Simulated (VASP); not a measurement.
SrV: relaxation of the atoms with LDA

Crystal: SrV.

```
CELL_PARAMETERS angstrom
0.00000 3.34873 3.34873
3.34873 0.00000 3.34873
3.34873 3.34873 0.00000
ATOMIC_POSITIONS crystal
Sr 0.00000 0.00000 0.00000
V 0.50000 0.50000 0.50000
```

The cell was built by a generator and needn't be a form met in nature.

| Property | Result |
| --- | --- |
| Program | VASP 6.6.1 |
| Task | relaxation of the atoms |
| Functional | LDA |
| Potentials or basis | VASP PAW LDA potentials, release 64 (Sr_sv, V_sv) |
| Cutoff | 520 eV |
| k mesh | 7 × 7 × 7 |
| Occupations | methfessel-paxton, width 0.1 eV |
| Spin | collinear spin, ferromagnetic start |
| Starting moments | [0.0, 2.0] μB |
| Further INCAR settings | ALGO = Normal; EDIFF = 1e-06; IBRION = 2; EDIFFG = -0.01; NSW = 60 |

| Quantity | Value |
| --- | --- |
| Pressure after relaxing | -2.1 GPa |
| Band gap on the k mesh | none (metal or under the smearing width) |
| Net moment | 4.60 μB per cell |
| Site moments | Sr +0.17; V +3.14 μB |
| Valence electrons inside the program's atomic spheres | Sr 7.99; V 11.42 |

Final structure:
```xyz
2
Lattice="0.0000 3.3487 3.3487 3.3487 0.0000 3.3487 3.3487 3.3487 0.0000" Properties=species:S:1:pos:R:3 pbc="T T T"
Sr    0.0000    0.0000    0.0000
V     3.3487    3.3487    3.3487
```

Levels at points of the mesh, in eV from the Fermi level:
Spin up:
```
           k point  band 11  band 12  band 13  band 14  band 15  band 16
(0.00, 0.00, 0.00)    -0.82    -0.72    -0.72    -0.72     3.52     3.52
```
Spin down:
```csv
k point,band 7,band 8,band 9,band 10,band 11,band 12
"(0.00, 0.00, 0.00)",-17.50,-17.50,-3.44,1.01,1.01,1.01
```

Wall time 56 s on 1 thread of Intel(R) Xeon(R) Platinum 8259CL CPU @ 2.50GHz (Skylake/Cascade Lake), on a shared host, peak memory 0.21 GiB.

Caveat: the relaxation stopped at its first step, so nothing moved.
